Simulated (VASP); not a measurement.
Input of a VASP 6.6.1 run:

Contents of INCAR:

```
SYSTEM = KCeS2
PREC = Accurate ; ENCUT = 520
EDIFF = 1E-7 ; ISMEAR = -1
SIGMA = 0.05 ; LREAL = .False.
LASPH = .True. ; NELM = 150
ALGO = Normal ; ISIF = 2
LWAVE = .False. ; LCHARG = .False.
ISPIN = 2 ; MAGMOM = 1 0 0 0
LORBIT = 11 ; LMAXMIX = 6
GGA = PS ; NBANDS = 28
```

KPOINTS

```
regular mesh
0
Gamma
  7 7 7
  0 0 0
```

Contents of POSCAR:

```
KCeS2
1.0
    2.1179186841      1.2227809224      7.3250765712
   -2.1179186841      1.2227809224      7.3250765712
    0.0000000000     -2.4455618448      7.3250765712
Ce K S
1 1 2
Direct
    0.0000000000      0.0000000000      0.0000000000
    0.5000000000      0.5000000000      0.5000000000
    0.7361180800      0.7361180800      0.7361180800
    0.2638819200      0.2638819200      0.2638819200
```

Potentials or basis: VASP PAW PBE potentials, release 64 (Ce, K_sv, S).

Run with:

```bash
$ cat potpaw_PBE.64/Ce/POTCAR potpaw_PBE.64/K_sv/POTCAR potpaw_PBE.64/S/POTCAR > POTCAR
$ mpirun -np 1 vasp_std > vasp.out
```

Question: Predict the pressure.

Answer: -2.6 GPa.

Question: What does it give for the largest force?

Answer: 0.295 eV/Å.

Question: Predict the site moments.

Answer: Ce +0.95; K +0.00; S -0.02 μB.

Stress tensor (GPa, compression positive):
```
-2.83  0.00  0.00
 0.00 -2.83  0.00
 0.00  0.00 -2.12
```

Caveat: the magnetic or orbital state may not be the lowest; the PAW data sets were made with another functional, which shifts forces and pressure a little. The state reached can hang on the start; a lower one may exist.
